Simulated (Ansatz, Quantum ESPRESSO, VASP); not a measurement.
# Code comparison for CaPbF6 (P1, 8 atoms in the cell)

Self-consistent single point.

```
CaPbF6
1.0
    0.00000     4.31698     4.31698
    4.31698     0.00000     4.31698
    4.31698     4.31698     0.00000
Ca Pb F
1 1 6
Direct
  0.49712   0.49737   0.50273
  0.00286   0.00394   0.99268
  0.76011   0.75670   0.24220
  0.23339   0.24173   0.76101
  0.23374   0.76014   0.76066
  0.76277   0.23862   0.24388
  0.76050   0.24299   0.75617
  0.24951   0.75851   0.24069
```

Shared settings, as Ansatz (a program for electronic structure) writes them: kpoints.mp_grid.grid = 5 5 5; scf.occupations.method = fermi_dirac; scf.occupations.width = 0.0007 Ry. Potentials and cutoffs stand in the table.

| code | model | pressure (GPa) | largest force (eV/Å) | gap on the mesh (eV) | cutoff |
|---|---|---|---|---|---|
| VASP | PBEsol, VASP's PBE PAW potentials (set 64) | -7.04 | 1.610 | – | 400 eV |
| Ansatz | PBEsol, PAW files made with PBE | -0.64 | 1.584 | 3.505 | 30.9 Ry |
| Quantum ESPRESSO | PBEsol, GBRV 1.5 ultrasoft (PBESOL) pseudopotentials | -0.91 | 1.556 | 3.474 | 40 Ry |

Size of the force on each atom (eV/Å): Sizes of forces hide their directions.

| code | Ca1 | Pb2 | F3 | F4 | F5 | F6 | F7 | F8 |
|---|---|---|---|---|---|---|---|---|
| VASP | 0.217 | 1.610 | 0.472 | 0.671 | 0.204 | 0.327 | 0.055 | 0.744 |
| Ansatz | 0.220 | 1.584 | 0.449 | 0.673 | 0.216 | 0.302 | 0.067 | 0.702 |
| Quantum ESPRESSO | 0.217 | 1.556 | 0.489 | 0.609 | 0.163 | 0.347 | 0.045 | 0.742 |

A dash marks a value that a program does not give, or that is left out as unsure.

No gap is tabulated for VASP: it is not read from that output, or partly filled or unconverged empty levels leave it unsure.

Gaps are read on the mesh.

On Ansatz's run: spin-orbit coupling is off.

The spread over the programs that give each value: pressure within 6.40 GPa; largest force within 0.054 eV/Å; gap on the mesh within 0.031 eV.

Ansatz's pressure is given at a fixed set of plane waves, as the other plane-wave codes print theirs; with its correction for the finite basis it is -0.36 GPa (the shift of 0.28 GPa shows how far the cutoff is from converged). In the pressure, VASP (by 6.13) lies more than 1 GPa from the median of the plane-wave programs.

On the base mesh (3 3 3) the same programs gave: Quantum ESPRESSO pressure -0.90 GPa, gap on the mesh 3.474 eV; Ansatz pressure -0.63 GPa, gap on the mesh 3.505 eV; VASP pressure -7.01 GPa.

VASP's run is marked for a possible Pulay error in its stress at this cutoff; no cutoff test was made.

The starting cell comes from a database of computed structures (which also holds hypothetical and non-ambient phases and stackings), without a prior relaxation at this level. Its atoms were displaced at random from the sites of space group no. 225.

Left out of this page: CP2K (unsound by tests on forces, stress, charge or solver warnings); SIESTA (not drawn, or without a comparable value).

Keys are those of Ansatz 0.2.
